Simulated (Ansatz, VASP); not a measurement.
## One calculation of P4C, two programs

```xyz
5
Lattice="-2.5537 2.5537 2.5537 2.5537 -2.5537 2.5537 2.5537 2.5537 -2.5537" Properties=species:S:1:pos:R:3 pbc="T T T"
P     1.2768    1.2768   -1.2768
P    -1.2768    1.2768    1.2768
P     1.2768   -1.2768    1.2768
P     1.2768    1.2768    1.2768
C     0.0000    0.0000    0.0000
```

Change from the starting cell: species swapped into the Hg4Pt type (Im-3m, No. 229).

Alike in both runs: task relaxation of cell and atoms; functional PBE; k mesh 10 × 10 × 10; occupations gaussian, width 0.1 eV; no spin polarisation.

|  | VASP | Ansatz |
| --- | --- | --- |
| version | VASP 6.6.1 | Ansatz 0.2.0 |
| potentials or method | VASP PAW PBE potentials, release 64 (P, C) | scalar-relativistic, plane waves, PAW |
| plane-wave cutoff (eV) | 600 | 420 |
| valence electrons in the cell | 24 | 24 |

```csv
,VASP,Ansatz,Ansatz less VASP
"gap on the k mesh at the Fermi level, each at its own relaxed structure (eV)",none,none,-
relaxed volume (Å³/atom),13.39,13.41,+0.023
relaxed cell length with the largest relative difference (Å),4.430,4.433,+0.0026
```

A gap of «none» marks a metal or a gap that the smearing closes.
